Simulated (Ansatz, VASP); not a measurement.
# ZrB2 in two plane-wave programs, part 2 of 2

One calculation is typed for both programs; each brings its own data sets. How far apart do they land? The structure shown is the end of the Ansatz relaxation below.

VASP 6.6.1 and Ansatz 0.2.0.

So far. Step 3 (VASP: single point, PBEsol, pair 1): The run ends at a pressure of 32.82 GPa.

## 6. VASP: single point, PBEsol, pair 2

Level of this step: PBEsol; plane waves and PAW (B, Zr_sv) (VASP).

The same cell, functional, mesh and smearing now go to VASP, with its own data sets.

INCAR

```
SYSTEM = ZrB2
PREC = Accurate
ENCUT = 500
EDIFF = 1E-06
NELM = 120
ISMEAR = 1
SIGMA = 0.2
LREAL = .FALSE.
ALGO = Normal
GGA = PS
NBANDS = 15
LASPH = .TRUE.
LORBIT = 11
LWAVE = .FALSE.
LCHARG = .FALSE.
ISIF = 2
GGA_COMPAT = .FALSE.
KPAR = 2
```

POSCAR

```
ZrB2
1.0
    3.0723429597      0.0000000000      0.0000000000
   -1.5361714798      2.6607270522      0.0000000000
    0.0000000000      0.0000000000      3.4022408041
B Zr
2 1
Direct
    0.3333333333      0.6666666667      0.5000000000
    0.6666666667      0.3333333333      0.5000000000
    0.0000000000      0.0000000000      0.0000000000
```

KPOINTS

```
Automatic mesh
0
Gamma
15 15 12
0 0 0
```

PAW data sets: B and Zr_sv (PBE family, release 64).

Run with:

```bash
mpirun -np 2 vasp_std
```

Numbers of over 12 decimals in the logs are rounded to 6 here.

Output:

```text
[banner, memory and clock lines left out]
running    2 mpi-ranks, on    1 nodes
[...]
[... a notice as in an earlier step ...]

 LDA part: xc-table for (Slater+PW92), standard interpolation
 POSCAR, INCAR and KPOINTS ok, starting setup
[...]
entering main loop
       N       E                     dE             d eps       ncg     rms          rms(c)
DAV:   1     0.104137340433E+03    0.10414E+03   -0.96702E+03  5670   0.118E+03
DAV:   2    -0.246485371888E+02   -0.12879E+03   -0.12409E+03  7245   0.307E+02
DAV:   3    -0.288421654991E+02   -0.41936E+01   -0.41742E+01  8917   0.482E+01
DAV:   4    -0.289100441721E+02   -0.67879E-01   -0.67869E-01  6638   0.563E+00
[...]
DAV:  11    -0.262217918806E+02    0.29244E-05   -0.88036E-05  8107   0.860E-02    0.140E-02
DAV:  12    -0.262217902785E+02    0.16021E-05   -0.34270E-06  6580   0.147E-02    0.601E-03
DAV:  13    -0.262217900599E+02    0.21858E-06   -0.59245E-07  3591   0.659E-03
   1 F= -.26221790E+02 E0= -.26221946E+02  d E =0.469242E-03
```

Parts of OUTCAR (step 6):

```text
  Total        4.3348801      4.3348801      4.3294511      0.0000000     -0.0000000     -0.0000000
  in kB      249.7195847    249.7195847    249.4068361      0.0000000     -0.0000000     -0.0000000
  external PRESSURE =     249.6153351 kB  Pullay stress =       0.0000000 kB

 POSITION                                       TOTAL-FORCE (eV/Angst)
 -----------------------------------------------------------------------------------
     -0.00000      1.77382      1.70112        -0.000000      0.000000     -0.000000
      1.53617      0.88691      1.70112         0.000000     -0.000000      0.000000
      0.00000      0.00000      0.00000        -0.000000      0.000000     -0.000000
 -----------------------------------------------------------------------------------
    total drift:                               -0.000000      0.000000      0.000000

  FREE ENERGIE OF THE ION-ELECTRON SYSTEM (eV)
  ---------------------------------------------------
  free  energy   TOTEN  =       -26.2217900599 eV

  energy  without entropy=      -26.2222593022  energy(sigma->0) =      -26.22194647

[... 1 part as in an earlier step ...]

[... 2 further parts left out ...]
[key lines of the parts left out:]
E-fermi :  11.5467
```

The run ends at a pressure of 24.96 GPa.

## 7. Comparison

Both answers:

```tsv
quantity	Ansatz	VASP	difference
pressure (GPa)	24.53	24.96	-0.43
```

## 8. Ansatz: relaxation, PBEsol

This run makes the geometry at which the two programs are then compared. The cell compared in this pair holds 29.02 Å³, against 27.81 Å³ for the pair before.

The structure compared here is the end of the Ansatz relaxation.

input.yaml

```yaml
crystal:
  lattice:
    - [3.1132801889, 0.0, 0.0]
    - [-1.5566400944, 2.6961797327, 0.0]
    - [0.0, 0.0, 3.4574143125]
  atoms:
    - { symbol: B, position: [0.3333333333, 0.6666666667, 0.5] }
    - { symbol: B, position: [0.6666666667, 0.3333333333, 0.5] }
    - { symbol: Zr, position: [0.0, 0.0, 0.0] }
kpoints:
  mp_grid: { grid: [15, 15, 12] }
hamiltonian:
  xc: pbesol
  pseudopotentials: { kind: paw, azcp: { folder: soft_1 }, xc_functional: pbe }
scf:
  occupations: { method: methfessel_paxton, width: 0.2 }
output:
  forces: true
  stress: true
  eigenvalues: true
relax:
  adjacent_minimum: "off"
  f_tol: 0.001
  max_steps: 60
  cell: { stress_tol: 0.01, fix: [volume] }
```

Run with:

```bash
ansatz run input.yaml --threads 4 --pin off --max-ram 10240MiB --backend cpu --events-out ev --progress --plain --runs-dir out
```

Output:

```text
[...]
Crystal: 3 atoms, lattice volume = 29.021 Å³
Basis set: ecut = 420 eV, 563 PW (Γ), exchange–correlation on 48×48×48 points (8 copies of the dense FFT grid, shifted against one another)
Bands: 13, of which v1, the nominal top of the filled ones, is band 9 counted from 1 (8 counted from 0)
Symmetry: 24 space group operations
[...]
k-points: 189 of 2700
[...]
--- Relaxed structure (3 steps of the walk, 3 accepted, 1 SCFs on fresh bases) ---
[...]
cell:  # Å, volume = 29.0214 Å³
    - [3.114365, -2.8877560176568466e-11, 0.0]
    - [-1.557183, 2.697120, 0.0]
    - [0.0, 0.0, 3.455005]
  atoms:
    - { symbol: B, position: [0.333333, 0.666667, 0.5] }
    - { symbol: B, position: [0.666667, 0.333333, 0.5] }
    - { symbol: Zr, position: [0, 0, 0.0] }
[key lines of the parts left out:]
SCF converged after 5 iterations
Free energy (F): -4437.202461 eV
Fermi energy:    16.601170 eV
P = ⅓ Tr σ = 11.0523 GPa (110.523 kbar)
```

## 9. VASP: single point, PBEsol, pair 3

The same cell, functional, mesh and smearing now go to VASP, with its own data sets.

INCAR is that of step 6.

POSCAR

```
ZrB2
1.0
    3.1143653647      0.0000000000      0.0000000000
   -1.5571826823      2.6971195225      0.0000000000
    0.0000000000      0.0000000000      3.4550053153
B Zr
2 1
Direct
    0.3333333333      0.6666666667      0.5000000000
    0.6666666667      0.3333333333      0.5000000000
    0.0000000000      0.0000000000      0.0000000000
```

KPOINTS is that of step 6.

Run with:

```bash
mpirun -np 2 vasp_std
```

Output:

```text
[... set-up lines as in an earlier step ...]
 entering main loop
       N       E                     dE             d eps       ncg     rms          rms(c)
DAV:   1     0.101319913435E+03    0.10132E+03   -0.95709E+03  5670   0.117E+03
DAV:   2    -0.247033940903E+02   -0.12602E+03   -0.12156E+03  7098   0.303E+02
DAV:   3    -0.289156005301E+02   -0.42122E+01   -0.41879E+01  9009   0.477E+01
DAV:   4    -0.289803113739E+02   -0.64711E-01   -0.64683E-01  6502   0.552E+00
[...]
DAV:  11    -0.263582184598E+02   -0.29480E-06   -0.74150E-05  8118   0.793E-02    0.135E-02
DAV:  12    -0.263582165497E+02    0.19101E-05   -0.35813E-06  6906   0.133E-02    0.568E-03
DAV:  13    -0.263582163726E+02    0.17709E-06   -0.61992E-07  3404   0.686E-03
   1 F= -.26358216E+02 E0= -.26358382E+02  d E =0.497273E-03
```

OUTCAR, selected parts (step 9):

```text
  Total        2.0705298      2.0705298      2.0656377      0.0000000     -0.0000000      0.0000000
  in kB      114.3072011    114.3072011    114.0371255      0.0000000     -0.0000000      0.0000000
  external PRESSURE =     114.2171759 kB  Pullay stress =       0.0000000 kB

 POSITION                                       TOTAL-FORCE (eV/Angst)
 -----------------------------------------------------------------------------------
     -0.00000      1.79808      1.72750         0.000000     -0.000000      0.000000
      1.55718      0.89904      1.72750        -0.000000      0.000000      0.000000
      0.00000      0.00000      0.00000        -0.000000     -0.000000      0.000000
 -----------------------------------------------------------------------------------
    total drift:                               -0.000000      0.000000      0.000000

  FREE ENERGIE OF THE ION-ELECTRON SYSTEM (eV)
  ---------------------------------------------------
  free  energy   TOTEN  =       -26.3582163726 eV

  energy  without entropy=      -26.3587136459  energy(sigma->0) =      -26.35838213

[... 1 part as in an earlier step ...]

[... 2 further parts left out ...]
[key lines of the parts left out:]
E-fermi :  11.0576
```

The run ends at a pressure of 11.42 GPa.

## 10. Differences

Both answers:

```tsv
quantity	Ansatz	VASP	difference
pressure (GPa)	11.05	11.42	-0.37
```

## 11. Outcome

* difference in pressure (single point, PBEsol, pair 1): -0.47 GPa
* difference in pressure (single point, PBEsol, pair 2): -0.43 GPa
* difference in pressure (single point, PBEsol, pair 3): -0.37 GPa

The difference in pressure is -0.47 GPa (single point, PBEsol, pair 1), within the 1 GPa picked in this series as the mark of a large difference. 13 further runs of this series are not shown here. Such differences can come from data sets, numerical settings and the points named under the comparisons, not from the functional's error against experiment.

[Lines on the potential files, build, host, timing and source positions are cut from VASP's logs without a mark.]

[Logs are printed without paths, hosts, clocks, repeated set-up lines and the standing remarks that a program may print on its own settings, such as how far it seeks lower states.]

[Hosts, paths, dates, database ids (printed as entryN), source tags and the programs' standing remarks are cut or masked in the printed files.]
